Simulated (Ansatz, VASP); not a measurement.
# Cross-check of LaYO2F2 between VASP and Ansatz

Aim: how closely do two programs agree when they are given the same cell, functional and k mesh? The cell is generated by rule, not measured, and may not be a known phase. The cell is taken from a series of runs on this material, whose earlier steps may have relaxed, scaled, displaced or heated it; both programs get it as it stands.

Main program and level: Ansatz 0.2.0; plane waves, with VASP 6.6.1 beside it; relaxation of cell and atoms at PBE with D3(BJ).

The structure was built from a prototype and need not be the compound's stable phase.

### 1. Starting point

The structure is tetragonal, space group P4mm (No. 99). Conventional cell: a = 3.949 Å, b = 3.949 Å, c = 5.670 Å, α = 90.00°, β = 90.00°, γ = 90.00°. Y has 4 O at 2.27 Å and 4 F at 2.53 Å nearest. La has 4 O at 2.36 Å and 4 F at 2.59 Å nearest. O has 2 Y at 2.27 Å and 2 La at 2.36 Å nearest. Nearest to F lie 2 Y at 2.53 Å and 2 La at 2.59 Å. Farther neighbours and most contacts between anions are not listed.

### 2. Ansatz: relaxation of cell and atoms, PBE with D3(BJ), pair 1

Ansatz runs on its default PAW (the set named soft_2) files.

The relaxed volume is the usual yardstick between codes: in a stiff, nearly cubic crystal its relative difference is about their pressure difference at one cell divided by the bulk modulus.

The input, input.yaml:

```yaml
crystal:
  lattice:
    - [3.9491365728, 0.0, 0.0]
    - [0.0, 3.9491365728, 0.0]
    - [0.0, 0.0, 5.6695768079]
  atoms:
    - { symbol: "Y", position: [0.0, 0.5, 0.7106038291] }
    - { symbol: La, position: [0.5, 0.0, 0.2849371511] }
    - { symbol: O, position: [0.0, 0.0, 0.5133070325] }
    - { symbol: O, position: [0.5, 0.5, 0.5133070325] }
    - { symbol: F, position: [0.0, 0.0, -0.0110775227] }
    - { symbol: F, position: [0.5, 0.5, -0.0110775227] }
kpoints:
  mp_grid: { grid: [6, 6, 4] }
hamiltonian:
  xc: pbe
  dispersion: d3bj
scf:
  occupations: { method: fixed }
output:
  forces: true
  stress: true
  eigenvalues: true
  write_density: true
  write_potential: true
  elf: true
  volumetric_format: npy
relax:
  adjacent_minimum: "off"
  f_tol: 0.001
  max_steps: 60
  cell: { stress_tol: 0.01 }
```

Run with:

```sh
$ ansatz run input.yaml --threads 8 --pin off --max-ram 14336MiB --backend cpu --events-out ev --progress --plain --runs-dir out
```

Numbers of over 12 decimals in the logs are rounded to 6 here.

What it wrote:

```text
Engine: ansatz 0.2.0, aarch64-unknown-linux-gnu
Pseudopotentials: kind: paw
Pseudopotential: Y, paw, valence charge 11, recommended cutoff 420 eV (normal), Y.paw.azcp
Pseudopotential: La, paw, valence charge 11, recommended cutoff 420 eV (normal), La.paw.azcp
Pseudopotential: O, paw, valence charge 6, recommended cutoff 420 eV (normal), O.paw.azcp
Pseudopotential: F, paw, valence charge 7, recommended cutoff 420 eV (normal), F.paw.azcp
Functional definition: PBE
  parameter kappa = 0.804
  parameter beta = 0.066725
  exchange = pbe_x(kappa = kappa, mu = beta*pi^2/3)
  correlation = pbe_c(beta = beta)
Crystal: 6 atoms, lattice volume = 88.421 Å³
Basis set: ecut = 420 eV, 1739 PW (Γ), exchange–correlation on 54×54×80 points (8 copies of the dense FFT grid, shifted against one another)
Bands: 30, of which v1, the nominal top of the filled ones, is band 24 counted from 1 (23 counted from 0)
Symmetry: 8 space group operations
Space group: P4mm (ITA 99), of the structure as read, at distance tolerance 4.5e-5 Å
k-points: 30 of 144 (time reversal used)
Non-local potential: Y, projectors of the file, l = 0: 3, l = 1: 2, l = 2: 2, l = 3: 1
Non-local potential: La, projectors of the file, l = 0: 3, l = 1: 2, l = 2: 2, l = 3: 3
Non-local potential: O, projectors of the file, l = 0: 2, l = 1: 2, l = 2: 1
Non-local potential: F, projectors of the file, l = 0: 2, l = 1: 2, l = 2: 1
PAW form: soft (Blöchl's): semilocal exchange-correlation on the pseudo side does not see the compensation charge
PAW one-centre angular grid: Y, 590 points (default); XC on 64 Gauss nodes
PAW one-centre angular grid: La, 590 points (default); XC on 64 Gauss nodes
PAW one-centre angular grid: O, 110 points (default); XC on 64 Gauss nodes
PAW one-centre angular grid: F, 110 points (default); XC on 64 Gauss nodes
Initial density: superposition of atomic densities (neutral atoms: chi_scale 0, normalization atom), corrected by the library's trained network
Initial wavefunctions: pseudopotential atomic-orbital guess
Functional: x = pbe(κ = 0.804, μ = 0.219515), c = pbe(β = 0.066725)
SCF iter   1: F=—  HF=-12864.026478 eV  |F-HF|=—  |Δ(HF+E_count)|=         —  Δρ=1.61e-3  dr2=1.05e-3  ethr=1.77e-3  ⟨swp⟩=3.9  Hψ=3012  notcnv=0  defer=56
preconditioner: auto → Resta (q_TF=auto, 2.464 Å⁻¹)  ε∞=4.2  [insulator: Δε(μ)=4.448 eV  Ē_g=14.732 eV  n_scr=20 (ndim 8)  ℏωp=26.2 eV  f_vac=0.072  ε∞_Penn≈4.2]
SCF iter   2: F=—  HF=-12864.027706 eV  |F-HF|=—  |Δ(HF+E_count)|=   1.23e-3  Δρ=8.81e-4  dr2=3.02e-4  ethr=2.19e-6  ⟨swp⟩=3.0  Hψ=2208  notcnv=0  defer=120
SCF iter   3: F=—  HF=-12864.028229 eV  |F-HF|=—  |Δ(HF+E_count)|=   5.23e-4  Δρ=4.31e-4  dr2=1.28e-4  ethr=6.30e-7  ⟨swp⟩=2.0  Hψ=1519  notcnv=0  defer=120
SCF iter   4: F=—  HF=-12864.028230 eV  |F-HF|=—  |Δ(HF+E_count)|=   1.56e-6  Δρ=7.39e-5  dr2=4.83e-6  ethr=2.66e-7  ⟨swp⟩=2.0  Hψ=1396  notcnv=0  defer=65
SCF iter   5: F=—  HF=-12864.028343 eV  |F-HF|=—  |Δ(HF+E_count)|=   1.13e-4  Δρ=3.79e-5  dr2=9.40e-7  ethr=1.01e-8  ⟨swp⟩=2.0  Hψ=1517  notcnv=0  defer=43
SCF iter   6: F=—  HF=-12864.028343 eV  |F-HF|=—  |Δ(HF+E_count)|=   2.14e-7  Δρ=1.31e-5  dr2=1.45e-7  ethr=1.96e-9  ⟨swp⟩=2.0  Hψ=1510  notcnv=0  defer=43
SCF iter   7: F=-12864.028343 eV  HF=-12864.028343 eV  |F-HF|=4.19e-8  |Δ(HF+E_count)|=   9.12e-8  Δρ=5.37e-6  dr2=2.77e-8  ethr=2.08e-10  ⟨swp⟩=14.5  Hψ=6865  notcnv=0
SCF 1 converged in 7 iterations: F = -12864.028343 eV  dr2 = 2.77e-8
  greatest PAW one-centre occupation: 0.993 electrons in one spin orbital (limit 2), on the Y atom at site 0 (counted from 0), in its partial waves of l = 0
relax step   1: F+E_penalty+E_count = -12864.02834346 eV  Δ(F+E_penalty+E_count) = +0.000e0 eV  max|allowed force component| = 1.336e-3 eV/Å  Δτ_max = 0.0000 Å  P = -0.003 GPa  Ω = 88.421 Å³  (7 SCF iters, dr2 threshold 1.00e-7 eV, accepted)
[...]
relax step   2: F+E_penalty+E_count = -12864.02835212 eV  Δ(F+E_penalty+E_count) = -8.664e-6 eV  max|allowed force component| = 1.664e-3 eV/Å  Δτ_max = 0.0001 Å  P = +0.003 GPa  Ω = 88.418 Å³  energy of the carried Pulay correction = +8.727e-6 eV  (6 SCF iters, dr2 threshold 1.12e-10 eV, rejected (line search))
[...]
relax step   3: F+E_penalty+E_count = -12864.02834936 eV  Δ(F+E_penalty+E_count) = -5.903e-6 eV  max|allowed force component| = 4.507e-4 eV/Å  Δτ_max = 0.0001 Å  P = +0.001 GPa  Ω = 88.419 Å³  energy of the carried Pulay correction = +5.747e-6 eV  (7 SCF iters, accepted)
[...]
relax step   4: F+E_penalty+E_count = -12864.02834936 eV  Δ(F+E_penalty+E_count) = -3.638e-12 eV  max|allowed force component| = 4.502e-4 eV/Å  Δτ_max = 0.0000 Å  P = +0.000 GPa  Ω = 88.419 Å³  stress off target by 6.49e-3 GPa  SCF on the basis re-selected at this cell (its energy is not comparable with the rows above)  (10 SCF iters)
basis re-selected at this cell: Δ(F+E_penalty+E_count) = -3.638e-12 eV, ΔP = -0.000 GPa vs the last step (what re-selecting the basis moved, of the pressure what is left beyond the Pulay correction that the steps carried, after the strain that the cell walked since its last selection, with what the two solves' SCF thresholds leave and, on support functions, any second-order correction that the steps lacked; it is no  [...]
SCF converged after 10 iterations
Free energy (F): -12864.028349 eV
Harris-Foulkes:  -12864.028349 eV  (|F-HF|=0.00e0)
Internal energy: -12864.028349 eV  (E = F + TS)
E sigma→0 (E₀):  -12864.028349 eV
Fermi energy:    8.173165 eV
--- Per-component energies (eV) ---
  E_band       = -154.513079
  E_kinetic    = 1265.895201
  E_local      = -2652.376288  (includes V_loc(G=0)·N_el)
  E_nonlocal   = 388.489477
  E_hartree    = 955.055983
  E_xc         = -624.440514
  E_vxc        = -745.431684  (∫ρ·V_xc dr)
  E_paw        = -8959.648791  (= ΣΔE_a)
  E_vpaw       = -321.210757  (= ΣTr[D̂ρ^β])
  E_aug_tail   = 0.009005  (compensation charges beyond the density's cutoff)
  E_ewald      = -3235.836695
  E_disp       = -1.175727  (pairwise vdW)
  E_smearing   = -0.000000  (= −TS)
  E_closure    = -0.000000  (closes the sum)
  Σ components = -12864.028349   (vs F -12864.028349, Δ=0.00e0)
--- Forces (eV/Å), atoms counted from 1 ---
  atom   1  Y     -0.00000000     0.00000000    -0.00021802
  atom   2  La    -0.00000000     0.00000000    -0.00045033
  atom   3  O      0.00000000     0.00000000     0.00024303
  atom   4  O     -0.00000000     0.00000000     0.00024303
  atom   5  F      0.00000000     0.00000000     0.00009066
  atom   6  F     -0.00000000     0.00000000     0.00009066
  max |Σ_I F_I| component: 9.48e-7 eV/Å
--- Stress (GPa, compression-positive) ---
       -0.002567       0.000000       0.000000
        0.000000      -0.002567       0.000000
        0.000000       0.000000       0.006495
  P = ⅓ Tr σ = 0.0005 GPa (0.005 kbar)
--- Band table (eV; the first three rows and the last of 30) ---
  k-point 0: bands = [... 20 lower, 6.7329, 7.0718, 7.8798, 7.8798, 12.7986, 13.5582, 13.7526, 13.7942, ... 2 higher]
  k-point 1: bands = [... 20 lower, 6.3544, 6.7037, 7.9427, 7.9427, 13.0442, 13.5090, 13.7883, 13.7883, ... 2 higher]
  k-point 2: bands = [... 20 lower, 6.3257, 6.3257, 8.0021, 8.0021, 13.2789, 13.4725, 13.7827, 13.7827, ... 2 higher]
  k-point 29: bands = [... 20 lower, 7.6476, 7.7187, 7.7187, 7.7897, 12.9802, 13.2482, 13.6733, 13.6733, ... 2 higher]
--- Relaxed structure (3 steps of the walk, 2 accepted, 1 SCFs on fresh bases) ---
  F+E_penalty+E_count = -12864.02834936 eV   max|allowed force component| = 4.502e-4 eV/Å   (the final SCF, on the basis selected at the relaxed cell)
  cell:  # Å, volume = 88.4191 Å³
    - [3.949171, 0.0, 0]
    - [0.0, 3.949171, 0.0]
    - [0, 0.0, 5.669365]
  atoms:
    - { symbol: Y, position: [0, 0.500000, 0.710591] }
    - { symbol: La, position: [0.500000, 0.0, 0.284936] }
    - { symbol: O, position: [0, 0.0, 0.513305] }
    - { symbol: O, position: [0.500000, 0.500000, 0.513305] }
    - { symbol: F, position: [0, 0.0, -0.011069] }
    - { symbol: F, position: [0.500000, 0.500000, -0.011069] }
```

In the SCF lines HF is the Harris–Foulkes energy and dr2 the Hartree energy of the density residual, in eV; the loop may stop once dr2 is under the threshold and the program's other checks hold. Hψ counts applications of the Hamiltonian.

### 3. VASP: relaxation of cell and atoms, PBE with D3(BJ), pair 1

The same cell, functional and mesh now go to VASP, with its own data sets.

Lines of VASP's logs that name or quote its potential files are left out, and so is its time.

The input, INCAR:

```
SYSTEM = LaYO2F2
PREC = Accurate
ENCUT = 600
EDIFF = 1E-07
NELM = 200
ISMEAR = 0
SIGMA = 0.01
LREAL = .FALSE.
ALGO = Normal
GGA = PE
IVDW = 12
NBANDS = 30
LASPH = .TRUE.
LORBIT = 11
LWAVE = .FALSE.
LCHARG = .FALSE.
ISIF = 3
IBRION = 2
NSW = 80
EDIFFG = -0.005
GGA_COMPAT = .FALSE.
NELMIN = 4
EFERMI = MIDGAP
LMAXMIX = 6
KPAR = 2
```

The input, POSCAR:

```
LaYO2F2
1.0
    3.9491370000      0.0000000000      0.0000000000
    0.0000000000      3.9491370000      0.0000000000
    0.0000000000      0.0000000000      5.6695770000
Y La O F
1 1 2 2
Direct
    0.0000000000      0.4999998734      0.7106038070
    0.4999998734      0.0000000000      0.2849371302
    0.0000000000      0.0000000000      0.5133070774
    0.4999998734      0.4999998734      0.5133070774
    0.0000000000      0.0000000000      0.9889224540
    0.4999998734      0.4999998734      0.9889224540
```

The input, KPOINTS:

```
Automatic mesh
0
Gamma
6 6 4
0 0 0
```

PAW data sets: Y_sv, La, O and F (PBE family, release 64).

Run with:

```sh
$ mpirun -np 2 vasp_std
```

What it wrote:

```text
[banner, memory and clock lines left out]
running    2 mpi-ranks, on    1 nodes
 distrk:  each k-point on    1 cores,    2 groups
 distr:  one band on    1 cores,    1 groups

 POSCAR found type information on POSCAR Y LaO F
 POSCAR found :  4 types and       6 ions
 LDA part: xc-table for (Slater+PW92), standard interpolation
 POSCAR, INCAR and KPOINTS ok, starting setup
 FFT: planning ... GRIDC
 FFT: planning ... GRID_SOFT
 FFT: planning ... GRID
 WAVECAR not read
 entering main loop
       N       E                     dE             d eps       ncg     rms          rms(c)
DAV:   1     0.551292645177E+03    0.55129E+03   -0.23552E+04  1992   0.251E+03
DAV:   2     0.781892496909E+02   -0.47310E+03   -0.42262E+03  2044   0.474E+02
DAV:   3    -0.427803245841E+02   -0.12097E+03   -0.11396E+03  2502   0.199E+02
DAV:   4    -0.547876655181E+02   -0.12007E+02   -0.11946E+02  2982   0.610E+01
DAV:   5    -0.555231213805E+02   -0.73546E+00   -0.73499E+00  2884   0.149E+01    0.309E+01
DAV:   6    -0.480571477803E+02    0.74660E+01   -0.47075E+01  2602   0.411E+01    0.290E+01
DAV:   7    -0.480634190539E+02   -0.62713E-02   -0.40340E+00  2992   0.152E+01    0.177E+01
DAV:   8    -0.480761884151E+02   -0.12769E-01   -0.20123E+00  3096   0.100E+01    0.397E+00
DAV:   9    -0.480054766999E+02    0.70712E-01   -0.41842E-01  2890   0.438E+00    0.155E+00
DAV:  10    -0.480062217256E+02   -0.74503E-03   -0.23167E-01  2792   0.332E+00    0.793E-01
DAV:  11    -0.480017265918E+02    0.44951E-02   -0.41436E-02  2576   0.137E+00    0.219E-01
DAV:  12    -0.480024299335E+02   -0.70334E-03   -0.28519E-03  2612   0.338E-01    0.139E-01
DAV:  13    -0.480026556080E+02   -0.22567E-03   -0.93604E-04  3188   0.178E-01    0.581E-02
DAV:  14    -0.480026864164E+02   -0.30808E-04   -0.12658E-04  2476   0.701E-02    0.259E-02
DAV:  15    -0.480026954046E+02   -0.89882E-05   -0.17990E-05  2468   0.288E-02    0.696E-03
DAV:  16    -0.480026952148E+02    0.18982E-06   -0.68467E-06  2532   0.166E-02    0.264E-03
DAV:  17    -0.480026952462E+02   -0.31397E-07   -0.58254E-07  2188   0.520E-03
   1 F= -.49178012E+02 E0= -.49178012E+02  d E =-.491780E+02
[...]
2 F= -.49178164E+02 E0= -.49178164E+02  d E =-.151860E-03
[...]
3 F= -.49178364E+02 E0= -.49178364E+02  d E =-.352297E-03
 curvature:  -0.28 expect dE=-0.163E-04 dE for cont linesearch -0.817E-08
 trial: gam= 0.05165 g(F)=  0.562E-04 g(S)=  0.137E-05 ort =-0.595E-05 (trialstep = 0.914E+00)
 search vector abs. value=  0.603E-04
 bond charge predicted
       N       E                     dE             d eps       ncg     rms          rms(c)
DAV:   1    -0.479990242600E+02    0.30112E-03   -0.71105E-03  2436   0.580E-01    0.520E-02
DAV:   2    -0.479990217896E+02    0.24704E-05   -0.37729E-04  2290   0.137E-01    0.306E-02
DAV:   3    -0.479990199003E+02    0.18893E-05   -0.29185E-05  3092   0.476E-02    0.168E-02
DAV:   4    -0.479990191987E+02    0.70160E-06   -0.76170E-06  3360   0.226E-02    0.778E-03
DAV:   5    -0.479990193873E+02   -0.18860E-06   -0.15939E-06  2754   0.763E-03    0.449E-03
DAV:   6    -0.479990196923E+02   -0.30498E-06   -0.13948E-07  1536   0.385E-03    0.177E-03
DAV:   7    -0.479990198973E+02   -0.20497E-06   -0.87637E-08  1176   0.388E-03    0.430E-04
DAV:   8    -0.479990198891E+02    0.81545E-08   -0.40141E-08  1146   0.313E-03
   4 F= -.49178390E+02 E0= -.49178390E+02  d E =-.256305E-04
 trial-energy change:   -0.000026  1 .order   -0.000026   -0.000052    0.000000
 step:   0.9098(harm=  0.9100)  dis= 0.00107  next Energy=   -49.178390 (dE=-0.256E-04)
 reached required accuracy - stopping structural energy minimisation
```

Parts of OUTCAR (step 3):

```text
ion  position               nearest neighbor table
   1  0.000  0.500  0.711-   3 2.27   4 2.27   3 2.27   4 2.27   6 2.53   5 2.53   5 2.53   6 2.53
                             2 3.69   2 3.69   2 3.69   2 3.69
   2  0.500  0.000  0.285-   3 2.36   4 2.36   3 2.36   4 2.36   6 2.59   5 2.59   5 2.59   6 2.59
                             1 3.69   1 3.69   1 3.69   1 3.69
   3  0.000  0.000  0.513-   1 2.27   1 2.27   2 2.36   2 2.36
   4  0.500  0.500  0.513-   1 2.27   1 2.27   2 2.36   2 2.36
   5  0.000  0.000  0.989-   1 2.53   1 2.53   2 2.59   2 2.59
   6  0.500  0.500  0.989-   1 2.53   1 2.53   2 2.59   2 2.59

  LATTYP: Found a simple tetragonal cell.
 ALAT       =     3.9491370000
 C/A-ratio  =     1.4356496115

 Subroutine GETGRP returns: Found  8 space group operations
 (whereof  4 operations were pure point group operations)

The static configuration has the point symmetry C_2v.
 The point group associated with its full space group is C_4v.

 Found     30 irreducible k-points:

   k-points           NKPTS =     30   k-points in BZ     NKDIM =     30   number of bands    NBANDS=     30

   dimension x,y,z NGX =    32 NGY =   32 NGZ =   48
   dimension x,y,z NGXF=    64 NGYF=   64 NGZF=   96

   ENCUT  =  600.0 eV  44.10 Ry    6.64 a.u.   7.89  7.89 11.32*2*pi/ulx,y,z

   NELECT =      48.0000    total number of electrons

 k-points in reciprocal lattice and weights: Automatic mesh
   0.00000000  0.00000000  0.00000000       0.007
   0.16666667  0.00000000  0.00000000       0.028
   0.33333333  0.00000000  0.00000000       0.028
   0.50000000  0.00000000  0.00000000       0.014
   0.16666667  0.16666667  0.00000000       0.028
   0.33333333  0.16666667  0.00000000       0.056
   0.50000000  0.16666667  0.00000000       0.028
   0.33333333  0.33333333  0.00000000       0.028
   0.50000000  0.33333333  0.00000000       0.028
[...]
0.50000000  0.33333333  0.50000000       0.028
   0.50000000  0.50000000  0.50000000       0.007

 Edisp (eV)   -1.17904

 average (electrostatic) potential at core
       1 -34.7769       2 -97.2630       3 -69.2594       4 -69.2594       5 -74.8761
       6 -74.8761

 E-fermi :   5.6826

 k-point     1 :       0.0000    0.0000    0.0000
  band No.  band energies     occupation
    ...
     20       1.5202      2.00000
     21       1.9999      2.00000
     22       2.3402      2.00000
     23       3.1523      2.00000
     24       3.1523      2.00000
     25       8.0818      0.00000
     26       8.8975      0.00000
     27       9.0608      0.00000
     28       9.1574      0.00000
     29       9.1574      0.00000
    ...

 k-point     2 :       0.1667    0.0000    0.0000
  band No.  band energies     occupation
    ...
     20       1.5351      2.00000
     21       2.1340      2.00000
     22       2.3250      2.00000
     23       2.9140      2.00000
     24       3.1100      2.00000
     25       8.3304      0.00000
     26       8.9484      0.00000
     27       9.0403      0.00000
     28       9.1228      0.00000
     29       9.1696      0.00000
    ...

 k-point     3 :       0.3333    0.0000    0.0000
  band No.  band energies     occupation
    ...
     20       1.6111      2.00000
     21       2.1767      2.00000
     22       2.4233      2.00000
     23       2.4618      2.00000
     24       3.1594      2.00000
     25       8.3632      0.00000
     26       8.9917      0.00000
     27       9.0191      0.00000
     28       9.1375      0.00000
     29       9.1454      0.00000
    ...

 Edisp (eV)   -1.17937

  Total       0.00348     0.00348    -0.00441     0.00000     0.00000     0.00000
  in kB       0.06330     0.06330    -0.08026     0.00000     0.00000     0.00000
  external pressure =        0.02 kB  Pullay stress =        0.00 kB

  energy-cutoff  :      600.00
  volume of cell :       88.13
      direct lattice vectors                 reciprocal lattice vectors
     3.944970286  0.000000000  0.000000000     0.253487334  0.000000000  0.000000000
     0.000000000  3.944970286  0.000000000     0.000000000  0.253487334  0.000000000
     0.000000000  0.000000000  5.662743516     0.000000000  0.000000000  0.176592847

 POSITION                                       TOTAL-FORCE (eV/Angst)
 -----------------------------------------------------------------------------------
      0.00000      1.97248      4.02495         0.000000      0.000000     -0.000686
      1.97248      0.00000      1.61304         0.000000      0.000000      0.000516
      0.00000      0.00000      2.90602         0.000000      0.000000     -0.000612
      1.97248      1.97248      2.90602         0.000000      0.000000     -0.000612
      0.00000      0.00000      5.60047         0.000000      0.000000      0.000697
      1.97248      1.97248      5.60047         0.000000      0.000000      0.000697
 -----------------------------------------------------------------------------------
    total drift:                                0.002064     -0.001212      0.000251

  FREE ENERGIE OF THE ION-ELECTRON SYSTEM (eV)
  ---------------------------------------------------
  free  energy   TOTEN  =       -49.1783895702 eV

  energy  without entropy=      -49.1783895702  energy(sigma->0) =      -49.17838957

 reached required accuracy - stopping structural energy minimisation

 total charge
# of ion       s       p       d       f       tot
--------------------------------------------------
    1        2.156   6.381   0.914   0.132   9.582
    2        2.020   5.711   0.631   0.260   8.622
    3        1.560   3.498   0.000   0.000   5.058
    4        1.560   3.498   0.000   0.000   5.058
    5        1.731   4.372   0.000   0.000   6.103
    6        1.731   4.372   0.000   0.000   6.103
--------------------------------------------------
tot         10.759  27.833   1.544   0.391  40.527

[... 3 further parts left out ...]
```

The run keeps the 8 symmetry operations of its start, so it cannot find a distortion of lower symmetry.

### 4. Comparison

Known differences besides the potentials themselves: fixed occupations in Ansatz, narrow Gaussian smearing in VASP; the cutoff is 420 eV in Ansatz and 600 eV in VASP; Ansatz adds a Pulay correction to the stress that steers its cell, VASP none. Total energies have different zeros and are not compared.

Compared:

```
                                         quantity  Ansatz   VASP  difference
                                      volume (Å³)   88.42  88.13     +0.33 %
edge a after relaxation, in the typed setting (Å)   3.949  3.945     +0.11 %
edge c after relaxation, in the typed setting (Å)   5.669  5.663     +0.12 %
```

[end of part 1 of 2]

[Lines on the potential files, build, host, timing and source positions are cut from VASP's logs without a mark.]

[Logs are printed without paths, hosts, clocks, repeated set-up lines and the standing remarks that a program may print on its own settings, such as how far it seeks lower states.]

[Hosts, paths, dates, database ids (printed as entryN), source tags and the programs' standing remarks are cut or masked in the printed files.]
